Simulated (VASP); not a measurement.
The system is AlHg.

```
Al Hg
1.0
     0.00000    3.06853    3.06853
     3.06853    0.00000    3.06853
     3.06853    3.06853    0.00000
Al Hg
1 1
Direct
  0.00000 0.00000 0.00000
  0.75000 0.75000 0.75000
```

The cell was built by a generator and needn't be a form met in nature.

```yaml
Program: VASP 6.6.1
Task: relaxation of cell and atoms
Functional: BLYP
Potentials_or_basis: VASP PAW PBE potentials, release 64 (Al, Hg)
Cutoff: 600 eV
k_mesh: 8 × 8 × 8
Occupations: fermi-dirac, width 0.05 eV
Spin: no spin polarisation
```

At the start: pressure 2.7 GPa; volume 28.89 Å³/atom.

Where does the relaxation end?

Over 4 steps the energy falls by 21.0 meV/atom and the volume is 31.76 Å³/atom (+9.9 %); space group F-43m (No. 216, to 0.05 Å).

The path:
| step | energy change (eV) | largest force (eV/Å) | pressure (GPa) | volume (Å³) |
| --- | --- | --- | --- | --- |
| 1 | 0.0000 | 0.0000 | 2.66 | 57.79 |
| 2 | -0.0392 | 0.0000 | 0.58 | 61.89 |
| 3 | -0.0420 | 0.0000 | -0.08 | 63.75 |
| 4 | -0.0420 | 0.0000 | -0.01 | 63.52 |

Final structure:
```
Al Hg
1.0
     0.00000    3.16684    3.16684
     3.16684    0.00000    3.16684
     3.16684    3.16684    0.00000
Al Hg
1 1
Direct
  0.00000 0.00000 0.00000
  0.75000 0.75000 0.75000
```

Caveat: the PAW data sets were made with another functional, which shifts forces and pressure a little.
